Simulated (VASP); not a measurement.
## NaCl (relaxed from the CsCl type structure, space group Pm-3m): computed properties

All values below come from PBEsol GGA, VASP's PBE PAW potentials (set 64) (plane waves; VASP).

```
Item                                                                                                               Value
---------------------------------------------  -------------------------------------------------------------------------
space group                                                                                                  Pm-3m (221)
cell                                           a = 3.440 Å, b = 3.440 Å, c = 3.440 Å, α = 90.00°, β = 90.00°, γ = 90.00°
volume per atom                                                                                            20.36 Å³/atom
band gap (over mesh and band path)                                                                               4.01 eV
smallest direct gap (over mesh and band path)                                                                    4.56 eV
band-edge character                                                                                     indirect, M to Γ
density                                                                                                       2.38 g/cm³
```

```cif
data_ClNa
_chemical_formula_sum 'Na1 Cl1'
_space_group_name_H-M_alt 'P 1'
_space_group_IT_number 1
_cell_length_a 3.44017
_cell_length_b 3.44017
_cell_length_c 3.44017
_cell_angle_alpha 90.000
_cell_angle_beta 90.000
_cell_angle_gamma 90.000
loop_
_space_group_symop_operation_xyz
  'x, y, z'
loop_
_atom_site_label
_atom_site_type_symbol
_atom_site_fract_x
_atom_site_fract_y
_atom_site_fract_z
_atom_site_occupancy
Na1 Na 0.00000 0.00000 0.00000 1
Cl1 Cl 0.50000 0.50000 0.50000 1
```

The structure was generated: NaCl was put into the CsCl type type (Pm-3m), which need not be its known phase. It was relaxed first. Symmetry was kept, so distortions that lower it aren't found.
